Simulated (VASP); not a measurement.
# Zn2N2O (P1) in VASP: single point with LDA

Aim: the single point of Zn2N2O with LDA.

Program: VASP 6.6.1. These are calculated values, not measurements. Logs are shortened: lines on timing, memory, paths and dates and some standing lists are left out, and cuts for length are marked.

## (1) Starting point

The typed cell holds 10 atoms: a = 5.129 Å, b = 5.243 Å, c = 5.241 Å, α = 116.46°, β = 115.06°, γ = 97.51°.

The cell was built by a generator and needn't be a form met in nature.

## (2) Single point, LDA

Contents of INCAR:

```
SYSTEM = Zn2N2O
PREC = Accurate ; ENCUT = 520
EDIFF = 1E-6 ; ISMEAR = 1
SIGMA = 0.2768 ; LREAL = .False.
LASPH = .True. ; NELM = 100
ALGO = Fast ; ISIF = 2
LWAVE = .False. ; LCHARG = .True.
GGA = CA ; LELF = .True.
LVHAR = .True. ; NBANDS = 51
```

Contents of KPOINTS:

```
regular mesh
0
Gamma
  4 4 5
  0 0 0
```

Contents of POSCAR:

```
Zn2N2O
1.0
   -2.7297202700      2.7308598800      3.3755288500
    2.7607376900     -2.8071224800      3.4622532500
    2.7589067800      2.8363089900     -3.4371788600
N Zn O
4 4 2
Direct
    0.3399260000      0.8354480000      0.1634870000
    0.8945980000      0.7081920000      0.5514930000
    0.6802270000      0.1446310000      0.8434910000
    0.1563640000      0.3500860000      0.5076390000
    0.9001040000      0.3980440000      0.2739440000
    0.4079390000      0.1366940000      0.5048830000
    0.1494100000      0.6568410000      0.7837550000
    0.6149950000      0.8681490000      0.4928750000
    0.2449620000      0.2509940000      0.9933510000
    0.7577110000      0.7635720000      0.0004610000
```

Potentials or basis: VASP PAW LDA potentials, release 64 (N, Zn, O).

Started as:

```console
cat potpaw_LDA.64/N/POTCAR potpaw_LDA.64/Zn/POTCAR potpaw_LDA.64/O/POTCAR > POTCAR
mpirun -np 1 vasp_std > vasp.out
```

OUTCAR:

```text
SYSTEM = Zn2N2O
   PREC = Accurate
   ENCUT = 520
   EDIFF = 1E-6
   ISMEAR = 1
   LREAL = .False.
   LASPH = .True.
   NELM = 100
   ISIF = 2
   GGA = CA

 ion  position               nearest neighbor table
   1  0.340  0.835  0.163-   7 1.50   8 1.62   6 1.62
   2  0.895  0.708  0.551-   7 1.52   5 1.64   8 1.74
   3  0.680  0.145  0.843-   8 1.60   5 1.71   6 1.71
   4  0.156  0.350  0.508-   5 1.51   7 1.63   6 1.82
   5  0.900  0.398  0.274-   4 1.51   2 1.64   3 1.71   7 2.01
   6  0.408  0.137  0.505-   1 1.62   3 1.71   4 1.82   8 1.87   7 2.96
   7  0.149  0.657  0.784-   1 1.50   2 1.52   4 1.63   5 2.01   6 2.96   8 2.98
   8  0.615  0.868  0.493-   3 1.60   1 1.62   2 1.74   6 1.87   7 2.98
   9  0.245  0.251  0.993-
  10  0.758  0.764  0.000-

  LATTYP: Found a triclinic cell.
 ALAT       =    11.0543445905
 B/A-ratio  =     0.6186054414
 C/A-ratio  =     0.4993311491
 COS(alpha) =     0.0090190881
 COS(beta)  =     0.2553955502
 COS(gamma) =     0.9357504781

  Lattice vectors:

 A1 = (  -2.7917551100,   2.8833850800, -10.3000353500)
 A2 = (  -0.0310174200,   0.0762626000,  -6.8377821000)
 A3 = (  -5.5196444700,  -0.0291865100,  -0.0250743900)

Analysis of symmetry for initial positions (statically):
=====================================================================
 Subroutine PRICEL returns:
 Original cell was already a primitive cell.

 Routine SETGRP: Setting up the symmetry group for a
 triclinic supercell.

 Subroutine GETGRP returns: Found  1 space group operations
 (whereof  1 operations were pure point group operations)
 out of a pool of  2 trial point group operations.

The static configuration has the point symmetry C_1 .

Analysis of symmetry for dynamics (positions and initial velocities):
=====================================================================
 Subroutine PRICEL returns:
 Original cell was already a primitive cell.

 Routine SETGRP: Setting up the symmetry group for a
 triclinic supercell.

 Subroutine GETGRP returns: Found  1 space group operations
 (whereof  1 operations were pure point group operations)
 out of a pool of  2 trial point group operations.

The dynamic configuration has the point symmetry C_1 .

 Subroutine INISYM returns: Found  1 space group operations
[... 120 lines left out ...]
   ISYM   =      2    0-nonsym 1-usesym 2-fastsym
   POTIM  = 0.5000    time-step for ionic-motion
   TEBEG  =    0.0;   TEEND  =   0.0 temperature during run
   PSTRESS=    0.0 pullay stress
   NELECT =      80.0000    total number of electrons
   NUPDOWN=      -1.0000    fix difference up-down
   EMIN   =  10.00;   EMAX   =-10.00  energy-range for DOS
   EFERMI =   0.00;   METHOD = LEGACY
   ISMEAR =     1;   SIGMA  =   0.28  broadening in eV -4-tet -1-fermi 0-gaus
   EFERMI_NEDOS =   21; number of points for ismear=-14 and -15
   IALGO  =     68    algorithm
   IMIX   =      4    mixing-type and parameters
     AMIX     =   0.40;   BMIX     =  1.00
     AMIX_MAG =   1.60;   BMIX_MAG =  1.00
  volume/ion in A,a.u.               =      10.50        70.88
  Fermi-wavevector in a.u.,A,eV,Ry     =   1.495040  2.825216 30.410995  2.235145
  Thomas-Fermi vector in A             =   2.607236
   LORBIT       =      0    0 simple, 1 ext, 2 COOP (PROOUT), +10 PAW based schemes
   GGA     = CA    functional components
   LHFCALC =     F    Hartree Fock is set to
   AEXX    =    0.0000 exact exchange contribution
   IVDW    =     0    specifies the selected vdW correction
   LEPSILON=     F    determine dielectric tensor
   LRPA    =     F    only Hartree local field effects (RPA)
 non-spin polarized calculation
 RMM-DIIS sequential band-by-band and
 Methfessel and Paxton  Order N= 1 SIGMA  =   0.28
  energy-cutoff  :      520.00
  volume of cell :      105.04
 maximum number of plane-waves:      2849
 NGX is ok and might be reduce to    40
   NGX = 19   NGY = 19   NGZ = 19

 number of electron      80.0000001 magnetization

 Free energy of the ion-electron system (eV)
  ---------------------------------------------------
  ext. energy  EPLUGINS =         0.00000000
  ---------------------------------------------------
  free energy    TOTEN  =       -28.70905567 eV

  energy without entropy =      -28.69366558  energy(sigma->0) =      -28.70392564

 E-fermi :   1.9778     XC(G=0): -11.7805

 val. band max:        1.9765401206   @ k =  -0.2500   0.2500   0.2000
 cond. band min:       1.9877554936   @ k =   0.0000   0.0000   0.0000
 fundamental gap:      0.0112153730
 Fermi energy:         1.9777724987

 k-point     1 :       0.0000    0.0000    0.0000
  band No.  band energies     occupation
      1     -16.1387      2.00000
      2     -14.1965      2.00000
      3     -14.1291      2.00000
      4     -13.8781      2.00000
      5     -13.5208      2.00000
      6     -13.2116      2.00000
[... 1285 lines left out ...]
     50      12.0362      0.00000
     51      12.3283      0.00000

 [... further k-points ...]

------------------------ aborting loop because EDIFF is reached ----------------------------------------

  FORCE on cell =-STRESS in cart. coord.  units (eV):
  Direction    XX          YY          ZZ          XY          YZ          ZX
  --------------------------------------------------------------------------------------
  -------------------------------------------------------------------------------------
  Total       74.2302216     89.9203869     -0.3271449      6.8576548     -6.5442991      2.6142107
  in kB     1132.2320463   1371.5538151     -4.9899343    104.5996684    -99.8200593     39.8745017
  external PRESSURE =     832.9319757 kB  Pullay stress =       0.0000000 kB

 VOLUME and BASIS-vectors are now :
 -----------------------------------------------------------------------------
  energy-cutoff  :      520.00
  volume of cell :      105.04
      direct lattice vectors                 reciprocal lattice vectors
    -2.729720270  2.730859880  3.375528850    -0.001632116  0.181275050  0.148275437
     2.760737690 -2.807122480  3.462253250     0.180506902  0.000664196  0.145434847
     2.758906780  2.836308990 -3.437178860     0.180220867  0.178692702  0.001175466

 POSITION                                       TOTAL-FORCE (eV/Angst)
 -----------------------------------------------------------------------------------
      1.82960     -0.95321      3.47803         0.883733      1.624132     -0.379074
      1.03465      2.01924      3.57610         7.416957    -12.690688      1.831613
      0.86957      3.84401     -0.10235         6.389091      4.266965     -0.840393
      1.94019      0.88409     -0.00495        -8.924594     14.205622     -1.433584
     -0.60235      2.11769      3.47486        -6.002803    -14.365937      0.920291
      0.65674      2.16231      0.11491        12.808796     -8.483315      1.728146
      3.56783      0.78716      0.08458        -0.953726      5.885049     -0.346928
      2.07776      0.64041      3.38759       -11.545108      9.545246     -1.423731
      2.76481      2.78184     -1.71844        -0.022437     -0.006702      0.130029
      0.04095     -0.07293      5.19977        -0.049909      0.019628     -0.186368
 -----------------------------------------------------------------------------------
    total drift:                               -0.000974     -0.000426      0.000263

  FREE ENERGIE OF THE ION-ELECTRON SYSTEM (eV)
  ---------------------------------------------------
  free  energy   TOTEN  =       -28.7090556669 eV

  energy  without entropy=      -28.6936655802  energy(sigma->0) =      -28.70392564
```

OSZICAR:

```text
N       E                     dE             d eps       ncg     rms          rms(c)
DAV:   1     0.919339782299E+03    0.91934E+03   -0.38099E+04  4308   0.226E+03
DAV:   2     0.109021566022E+03   -0.81032E+03   -0.75971E+03  4396   0.558E+02
DAV:   3    -0.332935738670E+02   -0.14232E+03   -0.13342E+03  4656   0.212E+02
[... 14 lines left out ...]
RMM:  18    -0.287090665436E+02    0.93981E-04   -0.99045E-05  5345   0.520E-02    0.461E-02
RMM:  19    -0.287090706881E+02   -0.41446E-05   -0.20855E-05  5093   0.246E-02    0.536E-02
RMM:  20    -0.287090575898E+02    0.13098E-04   -0.10621E-05  5305   0.189E-02    0.198E-02
RMM:  21    -0.287090557110E+02    0.18789E-05   -0.22075E-06  3672   0.680E-03    0.356E-03
RMM:  22    -0.287090556669E+02    0.44087E-07   -0.36302E-07  2848   0.351E-03
   1 F= -.28709056E+02 E0= -.28703926E+02  d E =-.153901E-01
```

stdout:

```text
POSCAR found type information on POSCAR N ZnO
 POSCAR found :  3 types and      10 ions
 scaLAPACK will be used
 LDA part: xc-table for (Slater(with rela. corr.)+CA(PZ))
 , standard interpolation
 POSCAR, INCAR and KPOINTS ok, starting setup
 FFT: planning ... GRIDC
 FFT: planning ... GRID_SOFT
 FFT: planning ... GRID
 WAVECAR not read
 entering main loop
WARNING in EDDRMM: call to ZHEGV failed, returncode =   8  4     47
```

Wall time 5.5 min (1 thread of Intel Xeon 6975P-C (Granite Rapids), shared host); peak memory 0.3 GiB.

What came out:

* Free energy: -28.7091 eV
* Pressure: 83.3 GPa
* Largest force: 16.838 eV/Å
* Band gap on the k mesh: none (metal or under the smearing width)

Forces in eV/Å, atoms in the order of the input:
```
N     0.884   1.624  -0.379
N     7.417 -12.691   1.832
N     6.389   4.267  -0.840
N    -8.925  14.206  -1.434
Zn   -6.003 -14.366   0.920
Zn   12.809  -8.483   1.728
Zn   -0.954   5.885  -0.347
Zn  -11.545   9.545  -1.424
O    -0.022  -0.007   0.130
O    -0.050   0.020  -0.186
```

Caveat: the k mesh is coarse (spacing up to 0.37 Å⁻¹), so the values aren't converged; a pressure of tens of GPa on the cell as given is suspect, and the run, the potentials or the cell itself is likely at fault; forces of over 1 eV/Å show positions far from the minimum, so gaps and moduli don't describe the material at rest.
